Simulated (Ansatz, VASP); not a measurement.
**Cs2AgBiF6: VASP beside Ansatz**

Wanted: the spread between two codes on one cell, functional and k mesh. The cell is taken from a series of runs on this material, whose earlier steps may have relaxed, scaled, displaced or heated it; both programs get it as it stands.

Method: plane waves, with VASP 6.6.1 beside it; dielectric response at PBE, in Ansatz 0.2.0.

## 1. Starting point

It takes space group Fm-3m (No. 225, cubic). Conventional cell: a = 9.348 Å, b = 9.348 Å, c = 9.348 Å, α = 90.00°, β = 90.00°, γ = 90.00°. Nearest to Cs lie 12 F at 3.31 Å. Nearest to Ag lie 6 F at 2.42 Å. Nearest to Bi lie 6 F at 2.26 Å. F has 1 Bi at 2.26 Å and 1 Ag at 2.42 Å and 4 Cs at 3.31 Å nearest. Farther neighbours and most contacts between anions are not listed.

## 2. VASP: dielectric response, PBE

The response to a field tests empty states and converges slowly with the mesh.

Lines of VASP's logs that name or quote its potential files are left out, and so is its time.

Contents of INCAR:

```
SYSTEM = Cs2AgBiF6
PREC = Accurate
ENCUT = 520
EDIFF = 1E-08
NELM = 120
ISMEAR = 0
SIGMA = 0.01
LREAL = .FALSE.
ALGO = Normal
GGA = PE
NBANDS = 53
LASPH = .TRUE.
LORBIT = 11
LWAVE = .FALSE.
LCHARG = .FALSE.
ISIF = 2
LEPSILON = .TRUE.
GGA_COMPAT = .FALSE.
EFERMI = MIDGAP
KPAR = 2
```

Contents of POSCAR:

```
Cs2AgBiF6
1.0
    0.0000000000      4.6740694725      4.6740694725
    4.6740694725      0.0000000000      4.6740694725
    4.6740694725      4.6740694725      0.0000000000
Cs Ag Bi F
2 1 1 6
Direct
    0.7500000000      0.7500000000      0.7500000000
    0.2500000000      0.2500000000      0.2500000000
    0.5000000000      0.5000000000      0.5000000000
    0.0000000000      0.0000000000      0.0000000000
    0.7587286400      0.2412713600      0.2412713600
    0.2412713600      0.2412713600      0.7587286400
    0.2412713600      0.7587286400      0.7587286400
    0.2412713600      0.7587286400      0.2412713600
    0.7587286400      0.2412713600      0.7587286400
    0.7587286400      0.7587286400      0.2412713600
```

Contents of KPOINTS:

```
Automatic mesh
0
Gamma
4 4 4
0 0 0
```

PAW data sets: Cs_sv, Ag, Bi_d and F (PBE family, release 64).

Launch:

```console
> mpirun -np 2 vasp_std
```

Numbers of over 12 decimals in the logs are rounded to 6 here.

The program printed:

```text
[banner, memory and clock lines left out]
running    2 mpi-ranks, on    1 nodes
 distrk:  each k-point on    1 cores,    2 groups
 distr:  one band on    1 cores,    1 groups

 POSCAR found type information on POSCAR CsAgBiF
 POSCAR found :  4 types and      10 ions
 LDA part: xc-table for (Slater+PW92), standard interpolation
 POSCAR, INCAR and KPOINTS ok, starting setup
 FFT: planning ... GRIDC
 FFT: planning ... GRID_SOFT
 FFT: planning ... GRID
 WAVECAR not read
 entering main loop
       N       E                     dE             d eps       ncg     rms          rms(c)
DAV:   1     0.848179264385E+03    0.84818E+03   -0.43656E+04   848   0.160E+03
DAV:   2     0.552846246298E+02   -0.79289E+03   -0.75782E+03   944   0.399E+02
DAV:   3    -0.445453401140E+02   -0.99830E+02   -0.98736E+02   992   0.157E+02
DAV:   4    -0.477780764765E+02   -0.32327E+01   -0.32158E+01  1003   0.308E+01
DAV:   5    -0.478769910159E+02   -0.98915E-01   -0.98749E-01  1136   0.541E+00    0.139E+01
DAV:   6    -0.420181107797E+02    0.58589E+01   -0.21978E+01  1132   0.325E+01    0.551E+00
DAV:   7    -0.421896773870E+02   -0.17157E+00   -0.35342E+00  1019   0.779E+00    0.383E+00
DAV:   8    -0.421493020277E+02    0.40375E-01   -0.41243E-01   995   0.390E+00    0.102E+00
DAV:   9    -0.421354150228E+02    0.13887E-01   -0.71118E-02  1115   0.224E+00    0.213E-01
DAV:  10    -0.421376288101E+02   -0.22138E-02   -0.15166E-02  1088   0.594E-01    0.133E-01
DAV:  11    -0.421380988308E+02   -0.47002E-03   -0.96901E-04  1320   0.246E-01    0.303E-02
DAV:  12    -0.421381716584E+02   -0.72828E-04   -0.12873E-04  1048   0.610E-02    0.136E-02
DAV:  13    -0.421381724131E+02   -0.75470E-06   -0.15706E-05  1128   0.240E-02    0.341E-03
DAV:  14    -0.421381730791E+02   -0.66591E-06   -0.23075E-06  1072   0.121E-02    0.151E-03
DAV:  15    -0.421381729046E+02    0.17448E-06   -0.49898E-07  1072   0.446E-03    0.526E-04
DAV:  16    -0.421381729153E+02   -0.10715E-07   -0.21938E-08   864   0.101E-03    0.275E-04
DAV:  17    -0.421381729485E+02   -0.33255E-07   -0.72089E-09   624   0.539E-04    0.944E-05
DAV:  18    -0.421381729471E+02    0.14034E-08   -0.17464E-09   544   0.335E-04
   1 F= -.42138173E+02 E0= -.42138173E+02  d E =0.000000E+00
 Linear response reoptimize wavefunctions to high precision
DAV:   1    -0.421381729500E+02   -0.28376E-08   -0.51984E-10   544   0.145E-04
DAV:   2    -0.421381729496E+02    0.35288E-09   -0.18115E-10   544   0.830E-05
DAV:   3    -0.421381729498E+02   -0.16735E-09   -0.66841E-11   544   0.427E-05
 Linear response G [H, r] |phi>, progress :
  Direction:   1
       N       E                     dE             d eps       ncg     rms
RMM:   1    -0.335466465747E+03   -0.33547E+03    0.59284E+02  1605   0.155E+02
RMM:   2    -0.327456199129E+03    0.80103E+01   -0.44882E+01  1452   0.317E+01
RMM:   3    -0.328470898845E+03   -0.10147E+01   -0.40084E+00  1713   0.798E+00
RMM:   4    -0.328513419799E+03   -0.42521E-01   -0.28423E-01  1698   0.164E+00
RMM:   5    -0.328515998405E+03   -0.25786E-02   -0.40815E-02  1797   0.528E-01
RMM:   6    -0.328516299973E+03   -0.30157E-03   -0.74277E-03  1789   0.179E-01
RMM:   7    -0.328516260920E+03    0.39053E-04   -0.11367E-03  1896   0.692E-02
RMM:   8    -0.328516259225E+03    0.16943E-05   -0.15107E-04  1914   0.192E-02
RMM:   9    -0.328516259933E+03   -0.70778E-06    0.34975E-05  1942   0.879E-03
RMM:  10    -0.328516260229E+03   -0.29600E-06   -0.96008E-05  1945   0.541E-03
RMM:  11    -0.328516260085E+03    0.14383E-06    0.17732E-05  1925   0.398E-03
RMM:  12    -0.328516260165E+03   -0.79721E-07   -0.30190E-05  1932   0.331E-03
RMM:  13    -0.328516259774E+03    0.39122E-06    0.25271E-05  1958   0.311E-03
RMM:  14    -0.328516260555E+03   -0.78091E-06   -0.35617E-05  1955   0.305E-03
RMM:  15    -0.328516260089E+03    0.46596E-06   -0.37463E-06  1985   0.301E-03
 Linear response G [H, r] |phi>, progress :
  Direction:   2
       N       E                     dE             d eps       ncg     rms
RMM:   1    -0.336281571514E+03   -0.33628E+03    0.58788E+02  1601   0.155E+02
RMM:   2    -0.327582766548E+03    0.86988E+01   -0.44971E+01  1446   0.315E+01
RMM:   3    -0.328571399766E+03   -0.98863E+00   -0.40306E+00  1700   0.792E+00
RMM:   4    -0.328612909929E+03   -0.41510E-01   -0.28567E-01  1701   0.165E+00
RMM:   5    -0.328616080692E+03   -0.31708E-02   -0.40354E-02  1780   0.525E-01
RMM:   6    -0.328616451176E+03   -0.37048E-03   -0.78757E-03  1808   0.181E-01
RMM:   7    -0.328616401358E+03    0.49819E-04   -0.15878E-03  1896   0.747E-02
RMM:   8    -0.328616401344E+03    0.13441E-07   -0.30662E-04  1943   0.199E-02
RMM:   9    -0.328616400839E+03    0.50553E-06   -0.25717E-04  1934   0.974E-03
RMM:  10    -0.328616402505E+03   -0.16668E-05   -0.28445E-04  1960   0.657E-03
RMM:  11    -0.328616402541E+03   -0.35527E-07   -0.21614E-04  1964   0.516E-03
RMM:  12    -0.328616402831E+03   -0.28982E-06   -0.33257E-04  1963   0.462E-03
RMM:  13    -0.328616402623E+03    0.20770E-06   -0.24813E-04  1988   0.443E-03
RMM:  14    -0.328616402295E+03    0.32817E-06   -0.37665E-04  2016   0.439E-03
RMM:  15    -0.328616401475E+03    0.81979E-06   -0.22050E-04  2027   0.432E-03
 Linear response G [H, r] |phi>, progress :
  Direction:   3
       N       E                     dE             d eps       ncg     rms
[...]
RMM:   5    -0.122147918654E+01   -0.52724E-05   -0.34861E-05  1786   0.151E-02
RMM:   6    -0.122147976246E+01   -0.57592E-06   -0.33946E-06  1744   0.438E-03
RMM:   7    -0.122147983085E+01   -0.68390E-07   -0.95523E-07  1820   0.188E-03
RMM:   8    -0.122147981684E+01    0.14009E-07   -0.10718E-06  1624   0.909E-04
RMM:   9    -0.122147981700E+01   -0.15141E-09    0.25596E-08  1483   0.588E-04
 change of polarisation eV/A/(eV/A) component  2 :     0.001     2.443     0.047
 dielectric tensor                  component  2 :     0.001     3.165     0.042
 Linear response to external field (no local field effect), progress :
  Direction:   3
       N       E                     dE             d eps       ncg     rms          rms(c)
RMM:   1    -0.116464721764E+01   -0.11646E+01   -0.39265E+00  1679   0.428E+00
RMM:   2    -0.124837565419E+01   -0.83728E-01   -0.70910E-02  1555   0.942E-01
RMM:   3    -0.125038213661E+01   -0.20065E-02   -0.46823E-03  1685   0.225E-01
RMM:   4    -0.125054490782E+01   -0.16277E-03   -0.37434E-04  1674   0.520E-02
RMM:   5    -0.125055697180E+01   -0.12064E-04   -0.50452E-05  1766   0.153E-02
RMM:   6    -0.125055739042E+01   -0.41863E-06   -0.56176E-06  1725   0.473E-03
RMM:   7    -0.125055767089E+01   -0.28047E-06   -0.12337E-06  1770   0.192E-03
RMM:   8    -0.125055767026E+01    0.62938E-09   -0.26135E-06  1619   0.926E-04
RMM:   9    -0.125055767900E+01   -0.87383E-08   -0.27854E-07  1466   0.544E-04
RMM:  10    -0.125055767861E+01    0.39115E-09    0.95044E-08  1325   0.375E-04
 change of polarisation eV/A/(eV/A) component  3 :    -0.047     0.047     2.501
 dielectric tensor                  component  3 :    -0.042     0.042     3.216
 Linear response to external field, progress :
  Direction:   1
       N       E                     dE             d eps       ncg     rms          rms(c)
RMM:   1    -0.116189960444E+01   -0.11619E+01   -0.37891E+00  2736   0.438E+00
RMM:   2    -0.123614293117E+01   -0.74243E-01   -0.64576E-02  2522   0.947E-01    0.211E+00
RMM:   3    -0.112365268891E+01    0.11249E+00   -0.27131E-01  2395   0.194E+00    0.100E+00
RMM:   4    -0.112786854259E+01   -0.42159E-02   -0.57588E-02  2519   0.914E-01    0.460E-01
RMM:   5    -0.115602626011E+01   -0.28158E-01   -0.17214E-02  2515   0.512E-01    0.143E-01
RMM:   6    -0.116937796207E+01   -0.13352E-01   -0.17777E-03  2606   0.194E-01    0.490E-02
RMM:   7    -0.117147753493E+01   -0.20996E-02   -0.19846E-04  2549   0.754E-02    0.174E-02
RMM:   8    -0.117171648722E+01   -0.23895E-03   -0.58745E-05  2614   0.206E-02    0.804E-03
RMM:   9    -0.117170335164E+01    0.13136E-04    0.12985E-05  2623   0.100E-02    0.146E-03
RMM:  10    -0.117170488778E+01   -0.15361E-05    0.18315E-05  2664   0.321E-03    0.535E-04
RMM:  11    -0.117170932051E+01   -0.44327E-05   -0.43270E-06  2923   0.103E-03    0.461E-04
RMM:  12    -0.117171152384E+01   -0.22033E-05   -0.10857E-05  2620   0.681E-04    0.116E-04
RMM:  13    -0.117171025088E+01    0.12730E-05   -0.14680E-05  2603   0.241E-04    0.175E-05
RMM:  14    -0.117170932454E+01    0.92634E-06   -0.37837E-06  2286   0.141E-04    0.929E-06
 change of polarisation eV/A/(eV/A) component  1 :     2.175    -0.012    -0.007
 dielectric tensor                  component  1 :     2.927    -0.011    -0.006
 Linear response to external field, progress :
  Direction:   2
       N       E                     dE             d eps       ncg     rms          rms(c)
RMM:   1    -0.116066616481E+01   -0.11607E+01   -0.37768E+00  2739   0.439E+00
RMM:   2    -0.123614604466E+01   -0.75480E-01   -0.64710E-02  2518   0.946E-01    0.211E+00
RMM:   3    -0.112368179600E+01    0.11246E+00   -0.27105E-01  2409   0.194E+00    0.100E+00
RMM:   4    -0.112791336126E+01   -0.42316E-02   -0.57824E-02  2528   0.916E-01    0.460E-01
RMM:   5    -0.115603039580E+01   -0.28117E-01   -0.17262E-02  2535   0.512E-01    0.143E-01
RMM:   6    -0.116937294525E+01   -0.13343E-01   -0.18451E-03  2607   0.196E-01    0.490E-02
RMM:   7    -0.117147927465E+01   -0.21063E-02   -0.21285E-04  2553   0.754E-02    0.172E-02
RMM:   8    -0.117171905382E+01   -0.23978E-03   -0.58655E-05  2609   0.203E-02    0.811E-03
RMM:   9    -0.117170445333E+01    0.14600E-04    0.12125E-05  2619   0.102E-02    0.148E-03
RMM:  10    -0.117170463965E+01   -0.18632E-06    0.15450E-05  2686   0.326E-03    0.559E-04
RMM:  11    -0.117171012724E+01   -0.54876E-05   -0.95378E-07  2916   0.103E-03    0.454E-04
RMM:  12    -0.117171219948E+01   -0.20722E-05   -0.94459E-06  2631   0.689E-04    0.125E-04
RMM:  13    -0.117171067724E+01    0.15222E-05   -0.12195E-05  2608   0.256E-04    0.164E-05
RMM:  14    -0.117170964172E+01    0.10355E-05   -0.42907E-06  2315   0.150E-04    0.709E-06
 change of polarisation eV/A/(eV/A) component  2 :     0.026     2.175     0.007
 dielectric tensor                  component  2 :     0.023     2.927     0.006
 Linear response to external field, progress :
  Direction:   3
       N       E                     dE             d eps       ncg     rms          rms(c)
RMM:   1    -0.116116281010E+01   -0.11612E+01   -0.37817E+00  2736   0.439E+00
RMM:   2    -0.123613933155E+01   -0.74977E-01   -0.64855E-02  2517   0.945E-01    0.211E+00
RMM:   3    -0.112367391164E+01    0.11247E+00   -0.27124E-01  2393   0.194E+00    0.100E+00
RMM:   4    -0.112789122854E+01   -0.42173E-02   -0.57693E-02  2525   0.915E-01    0.460E-01
RMM:   5    -0.115604558384E+01   -0.28154E-01   -0.17454E-02  2530   0.512E-01    0.143E-01
RMM:   6    -0.116937867747E+01   -0.13333E-01   -0.18934E-03  2592   0.195E-01    0.490E-02
RMM:   7    -0.117148942034E+01   -0.21107E-02   -0.25525E-04  2547   0.757E-02    0.175E-02
RMM:   8    -0.117171572900E+01   -0.22631E-03   -0.66286E-05  2606   0.205E-02    0.801E-03
RMM:   9    -0.117170362880E+01    0.12100E-04    0.10802E-05  2605   0.100E-02    0.146E-03
RMM:  10    -0.117170495019E+01   -0.13214E-05    0.20115E-05  2665   0.325E-03    0.551E-04
RMM:  11    -0.117170994204E+01   -0.49919E-05   -0.25903E-06  2928   0.104E-03    0.448E-04
RMM:  12    -0.117171218912E+01   -0.22471E-05   -0.10565E-05  2632   0.674E-04    0.120E-04
RMM:  13    -0.117171072285E+01    0.14663E-05   -0.15863E-05  2608   0.253E-04    0.168E-05
RMM:  14    -0.117170962661E+01    0.10962E-05   -0.22273E-06  2295   0.147E-04    0.789E-06
 change of polarisation eV/A/(eV/A) component  3 :     0.031     0.001     2.175
 dielectric tensor                  component  3 :     0.028     0.001     2.927
 Born effective charges drift removed
```

OUTCAR, selected parts (step 2):

```text
ion  position               nearest neighbor table
   1  0.750  0.750  0.750-
   2  0.250  0.250  0.250-
   3  0.500  0.500  0.500-   5 2.42   6 2.42   7 2.42   8 2.42   9 2.42  10 2.42
   4  0.000  0.000  0.000-   5 2.26   6 2.26   7 2.26   8 2.26   9 2.26  10 2.26
   5  0.759  0.241  0.241-   4 2.26   3 2.42
   6  0.241  0.241  0.759-   4 2.26   3 2.42
   7  0.241  0.759  0.759-   4 2.26   3 2.42
   8  0.241  0.759  0.241-   4 2.26   3 2.42
   9  0.759  0.241  0.759-   4 2.26   3 2.42
  10  0.759  0.759  0.241-   4 2.26   3 2.42

  LATTYP: Found a face centered cubic cell.
 ALAT       =     9.3481389450

 Subroutine GETGRP returns: Found 48 space group operations
 (whereof 48 operations were pure point group operations)

The static configuration has the point symmetry O_h .

 Found      8 irreducible k-points:

   k-points           NKPTS =      8   k-points in BZ     NKDIM =      8   number of bands    NBANDS=     53

   dimension x,y,z NGX =    50 NGY =   50 NGZ =   50
   dimension x,y,z NGXF=   100 NGYF=  100 NGZF=  100

   ENCUT  =  520.0 eV  38.22 Ry    6.18 a.u.  12.29 12.29 12.29*2*pi/ulx,y,z

   NELECT =      86.0000    total number of electrons

 k-points in reciprocal lattice and weights: Automatic mesh
   0.00000000  0.00000000  0.00000000       0.016
   0.25000000  0.00000000  0.00000000       0.125
   0.50000000  0.00000000  0.00000000       0.062
   0.25000000  0.25000000  0.00000000       0.094
   0.50000000  0.25000000  0.00000000       0.375
  -0.25000000  0.25000000  0.00000000       0.188
   0.50000000  0.50000000  0.00000000       0.047
  -0.25000000  0.50000000  0.25000000       0.094

 average (electrostatic) potential at core
       1 -48.3565       2 -48.3565       3 -74.3056       4-108.9017       5 -76.8905
       6 -76.8905       7 -76.8905       8 -76.8905       9 -76.8905      10 -76.8905

  Total        3.2190598      3.2190598      3.2190598      0.0000000      0.0000000      0.0000000
  in kB       25.2536494     25.2536494     25.2536494      0.0000000      0.0000000      0.0000000
  external PRESSURE =      25.2536494 kB  Pullay stress =       0.0000000 kB

  energy-cutoff  :      520.00
  volume of cell :      204.23
      direct lattice vectors                 reciprocal lattice vectors
     0.000000000  4.674069473  4.674069473    -0.106973164  0.106973164  0.106973164
     4.674069473  0.000000000  4.674069473     0.106973164 -0.106973164  0.106973164
     4.674069473  4.674069473  0.000000000     0.106973164  0.106973164 -0.106973164

 POSITION                                       TOTAL-FORCE (eV/Angst)
 -----------------------------------------------------------------------------------
      7.01110      7.01110      7.01110         0.000000     -0.000000      0.000000
      2.33703      2.33703      2.33703         0.000000      0.000000     -0.000000
      4.67407      4.67407      4.67407         0.000000      0.000000      0.000000
      0.00000      0.00000      0.00000         0.000000      0.000000     -0.000000
      2.25544      4.67407      4.67407         0.120784      0.000000      0.000000
      4.67407      4.67407      2.25544         0.000000      0.000000      0.120784
      7.09270      4.67407      4.67407        -0.120784      0.000000      0.000000
      4.67407      2.25544      4.67407         0.000000      0.120784      0.000000
      4.67407      7.09270      4.67407         0.000000     -0.120784      0.000000
      4.67407      4.67407      7.09270         0.000000      0.000000     -0.120784
 -----------------------------------------------------------------------------------
    total drift:                                0.000000      0.000000      0.000000

 MACROSCOPIC STATIC DIELECTRIC TENSOR (including local field effects in DFT)
 ------------------------------------------------------
           2.926945     0.000000    -0.000000
           0.000000     2.926945     0.000000
          -0.000000     0.000000     2.926945
 ------------------------------------------------------

 PIEZOELECTRIC TENSOR (including local field effects)  for field in x, y, z        (C/m^2)
          XX          YY          ZZ          XY          YZ          ZX
  --------------------------------------------------------------------------------
  x     0.00000     0.00000     0.00000     0.00000     0.00000     0.00000
  y     0.00000     0.00000     0.00000     0.00000     0.00000     0.00000
  z     0.00000     0.00000     0.00000     0.00000     0.00000     0.00000

 BORN EFFECTIVE CHARGES (including local field effects) (in |e|, cummulative output)
 ---------------------------------------------------------------------------------
 ion    1
    1     1.33514     0.00000     0.00000
    2     0.00000     1.33514    -0.00000
    3     0.00000     0.00000     1.33514
 ion    2
    1     1.33514     0.00000     0.00000
    2    -0.00000     1.33514    -0.00000
    3    -0.00000    -0.00000     1.33514
 ion    3
    1     1.51894     0.00000    -0.00000
    2     0.00000     1.51894     0.00000
    3     0.00000     0.00000     1.51894
 ion    4
    1     3.94585     0.00000    -0.00000
    2     0.00000     3.94585     0.00000
    3     0.00000     0.00000     3.94585
 ion    5
    1    -2.44354     0.00000    -0.00000
    2     0.00000    -0.81200     0.00000
    3     0.00000     0.00000    -0.81200
 ion    6
    1    -0.81200     0.00000     0.00000
    2     0.00000    -0.81200     0.00000
    3     0.00000     0.00000    -2.44354
 ion    7
    1    -2.44354     0.00000    -0.00000
    2     0.00000    -0.81200     0.00000
    3     0.00000     0.00000    -0.81200
 ion    8
    1    -0.81200     0.00000    -0.00000
    2     0.00000    -2.44354     0.00000
    3     0.00000     0.00000    -0.81200
 ion    9
    1    -0.81200     0.00000    -0.00000
    2     0.00000    -2.44354     0.00000
    3     0.00000     0.00000    -0.81200
 ion   10
    1    -0.81200     0.00000     0.00000
    2     0.00000    -0.81200     0.00000
    3     0.00000     0.00000    -2.44354
```

(Continued in part 2 of 2.)

[Lines on the potential files, build, host, timing and source positions are cut from VASP's logs without a mark.]

[Logs are printed without paths, hosts, clocks, repeated set-up lines and the standing remarks that a program may print on its own settings, such as how far it seeks lower states.]

[Hosts, paths, dates, database ids (printed as entryN), source tags and the programs' standing remarks are cut or masked in the printed files.]
